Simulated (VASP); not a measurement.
Consider the following.

```
CELL_PARAMETERS angstrom
      2.60427     0.00000     0.00000
     -1.30214     2.25536     0.00000
      0.00000     0.00000    14.91908
ATOMIC_POSITIONS crystal
  Si 0.66667 0.33333 0.50000
  O  0.33333 0.66667 0.42822
  O  0.33333 0.66667 0.57178
```

All values below come from r2SCAN meta-GGA, VASP's PBE PAW potentials (set 64) (plane waves; VASP). Settings: 520 eV cut-off, 12×12×1 Γ-centred mesh, Gaussian smearing of 0.010 eV, potentials Si O.

The cell holds a wide vacuum, so values per volume refer to the whole cell.

Predict the energy per atom (σ→0), band gap (on the k-mesh) with the smallest direct gap where there is one.

| Property | Value |
|---|---|
| band gap (on the k-mesh) | 4.16 eV |
| smallest direct gap (on the k-mesh) | 4.87 eV |
| energy per atom (σ→0) | -8745 meV/atom |

Total energies compare only between runs with the same potentials, cut-off and functional.

The cell is a sheet with vacuum, built from a generated structure.
